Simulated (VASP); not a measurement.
ZrFeS3, 5 atoms in the cell. It takes space group Pm-3m (No. 221, cubic). Conventional cell: a = 4.420 Å, b = 4.420 Å, c = 4.420 Å, α = 90.00°, β = 90.00°, γ = 90.00°. Around Zr (site symmetry m-3m) lie 12 S at 3.13 Å. Fe (site symmetry m-3m) is surrounded by 6 S at 2.21 Å. S (site symmetry 4/mmm) is surrounded by 2 Fe at 2.21 Å. The cell was built by a generator and needn't be a form met in nature. The cell isn't the ideal one: species swapped into the Ce3AlN type (Pm-3m, No. 221).

- Program: VASP 6.6.1
- Task: single point
- Functional: PBE
- Potentials or basis: VASP PAW PBE potentials, release 64 (Zr_sv, Fe, S)
- Cutoff: 520 eV
- k mesh: 8 × 8 × 8
- Occupations: gaussian, width 0.1 eV
- Spin: collinear spin, typed start
- Starting moments: [-0.34, 1.67, 0.0, 0.0, 0.0] μB
- Dipole correction: no
- Further INCAR settings: ALGO = Normal; EDIFF = 1e-06; NBANDS = 31

Potentials or basis: VASP PAW PBE potentials, release 64 (Zr_sv, Fe, S).

Run with:

```sh
$ cat potpaw_PBE.64/Zr_sv/POTCAR potpaw_PBE.64/Fe/POTCAR potpaw_PBE.64/S/POTCAR > POTCAR
$ mpirun -np 1 vasp_std > vasp.out
```

Hardware: 1 thread of Intel(R) Xeon(R) Platinum 8488C (Sapphire Rapids), on a shared host.

**Question.** Estimate the wall time of this run.

**Answer.** Run time: 5.8 min on 1 thread of Intel(R) Xeon(R) Platinum 8488C (Sapphire Rapids), with other jobs on the host, peak memory 0.34 GiB. Counts: scf iterations 31, k points 35.
